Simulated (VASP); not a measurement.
Data:

```
CaCl2
1.0
    6.43855     0.00000     0.00000
    0.00000     6.43855     0.00000
    0.00000     0.00000     4.20609
Ca Cl
2 4
Cartesian
  3.21927   3.21927   2.10304
  0.00000   0.00000   0.00000
  4.48638   4.48638   0.00000
  1.95217   1.95217   0.00000
  5.17144   1.26711   2.10304
  1.26711   5.17144   2.10304
```

These are LDA (Ceperley-Alder, Perdew-Zunger), VASP's LDA PAW potentials (set 64) (plane waves; VASP 6.6.1) values and carry that method's errors. Run with 300 eV cut-off, 5×5×8 Γ-centred mesh, Fermi-Dirac smearing of 0.050 eV, potentials Ca_sv Cl.

Q: Give the energies of bands 14 to 27 at the high-symmetry points, in eV from the valence-band maximum.

A: 
```tsv
band	Γ	X	M	Z	R	A
14	-1.87	-2.27	-2.38	-2.01	-2.19	-2.43
15	-1.76	-1.31	-1.33	-1.84	-1.83	-1.96
16	-1.35	-1.31	-1.33	-1.84	-1.83	-1.96
17	-1.35	-1.29	-1.29	-1.50	-1.36	-1.32
18	-1.25	-1.29	-1.29	-1.50	-1.36	-1.32
19	-1.25	-1.16	-0.85	-1.14	-1.31	-1.11
20	-1.22	-1.16	-0.85	-1.14	-1.31	-1.11
21	-0.50	-0.83	-0.67	-0.84	-0.69	-0.50
22	-0.25	-0.83	-0.67	-0.84	-0.69	-0.50
23	-0.25	-0.32	-0.64	-0.66	-0.50	-0.36
24	0.00	-0.32	-0.64	-0.66	-0.50	-0.36
25	5.05	5.47	5.37	6.05	5.39	5.91
26	5.06	5.47	5.37	6.06	5.39	5.91
27	5.60	6.30	6.08	6.09	6.34	5.92
```

The gap is direct, 5.05 eV, from the valence maximum at Γ to the conduction minimum at Γ.

The structure comes from a computed database's CaCl2 entry; how it stands against other phases isn't given here. The cell was not relaxed at this level.
